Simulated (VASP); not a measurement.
An input for Quantum ESPRESSO's pw.x (written as the equivalent of a VASP run, and not itself run):

```
&CONTROL
  calculation = 'scf'
  pseudo_dir = './pseudo'
  outdir = './out'
  tprnfor = .true.
  tstress = .true.
/
&SYSTEM
  ibrav = 0
  nat = 3
  ntyp = 2
  ecutwfc = 72
  occupations = 'smearing'
  smearing = 'gaussian'
  degauss = 0.003675
  input_dft = 'pbe'
/
&ELECTRONS
  conv_thr = 7.3e-08
  electron_maxstep = 100
/
ATOMIC_SPECIES
  Sn 118.710 Sn.upf
  S 32.060 S.upf
CELL_PARAMETERS angstrom
     1.8250000   -3.1609930    0.0000000
     1.8250000    3.1609930    0.0000000
     0.0000000    0.0000000    5.9000000
ATOMIC_POSITIONS crystal
  Sn   0.0000000  0.0000000  0.0000000
  S    0.3333330  0.6666670  0.2500000
  S    0.6666670  0.3333330  0.7500000
K_POINTS automatic
  8 8 4 0 0 0
```

### Question
Translate this input to VASP (INCAR, KPOINTS, POSCAR, choice of POTCAR).

### Answer
One answer among several that fit: 
File POSCAR:
```
SnS2
5.90
  0.3093220339  -0.5357615254   0.0000000000
  0.3093220339   0.5357615254   0.0000000000
  0.0000000000   0.0000000000   1.0000000000
Sn S
1 2
Direct
  0.0000000000   0.0000000000   0.0000000000
  0.3333330000   0.6666670000   0.2500000000
  0.6666670000   0.3333330000   0.7500000000
```

KPOINTS:
```
Automatic mesh
0
Gamma
8 8 4
0 0 0
```

### INCAR
```
LREAL=.FALSE.   # projection in real space or not
ISIF=2   # forces and stress, cell fixed
NELM=100   # most electronic steps
ISMEAR=0   # Gaussian
LCHARG=.FALSE.
GGA=PE   # PBE
SIGMA=0.05   # width (eV)
ENCUT=400   # plane-wave cut-off (eV)
LWAVE=.FALSE.
SYSTEM=SnS2
PREC=Accurate
LASPH=.TRUE.   # aspherical one-centre terms
EDIFF=1E-6   # SCF stop (eV)
LMAXMIX=4
ALGO=Normal
```

POTCAR, in this order: Sn_d S (PBE.64 set). Program: vasp_std.

The two are equivalent in intent, not identical: the potentials are each code's own (VASP's PAW set, PseudoDojo norm-conserving files in pw.x), so ENCUT and ecutwfc are chosen apart and not converted; conv_thr bounds pw.x's estimated SCF error, while EDIFF bounds the energy change between steps.

The compound is SnS2 in the 1T layered structure. The cell was not relaxed at this level.
